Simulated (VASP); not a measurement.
Data:

```xyz
5
Lattice="3.8660 0.0000 0.0000 -1.9330 3.3481 0.0000 0.0000 0.0000 9.4500" Properties=species:S:1:pos:R:3 pbc="T T T"
Sb     0.0000     2.2321     1.7879
Sb     1.9330     1.1160     7.6621
S      0.0000     0.0000     0.0000
S      0.0000     2.2321     6.2233
S      1.9330     1.1160     3.2268
```

Level of theory: PBEsol GGA, VASP's PBE PAW potentials (set 64) (plane waves; VASP). Numerical set-up: 400 eV cut-off, Gaussian smearing of 0.050 eV, potentials Sb S.

Unless said otherwise, spin-orbit coupling is left out, though it shifts the bands of the heavy elements here.

**Question.** Predict the band gap (along the path) with the smallest direct gap where there is one.

**Answer.** 
```yaml
band gap (along the path): 0.39 eV
smallest direct gap (along the path): 0.39 eV
```

Total energies compare only between runs with the same potentials, cut-off and functional.

The structure was generated: Sb2S3 was put into the A-La2O3 type (P-3m1), which need not be its known phase. It was relaxed first, which changed the volume by +13 %.
